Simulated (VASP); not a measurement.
Given:

```
CELL_PARAMETERS angstrom
      0.00000     3.22621     3.22621
      3.22621     0.00000     3.22621
      3.22621     3.22621     0.00000
ATOMIC_POSITIONS crystal
  In 0.00000 0.00000 0.00000
  Sb 0.25000 0.25000 0.25000
```

All values below come from LDA (Ceperley-Alder, Perdew-Zunger), VASP's LDA PAW potentials (set 64) (plane waves; VASP 6.6.1). Settings: 520 eV cut-off, Gaussian smearing of 0.050 eV, potentials In_d Sb.

### Question
Give the energies of bands 7 to 12 at the high-symmetry points, in eV from the Fermi level.

### Answer

```tsv
band	Γ	X	U	L	W
7	-0.29	-6.03	-5.89	-5.73	-5.92
8	0.00	-2.32	-3.21	-1.03	-2.94
9	0.00	-2.32	-1.97	-1.03	-2.81
10	0.00	1.23	1.52	0.44	3.48
11	2.91	1.25	3.64	3.77	3.92
12	2.91	8.12	6.20	3.77	4.17
```

It has no gap at this level: it comes out as a metal or semimetal.

The compound is InSb in the zinc blende structure. It was relaxed first.
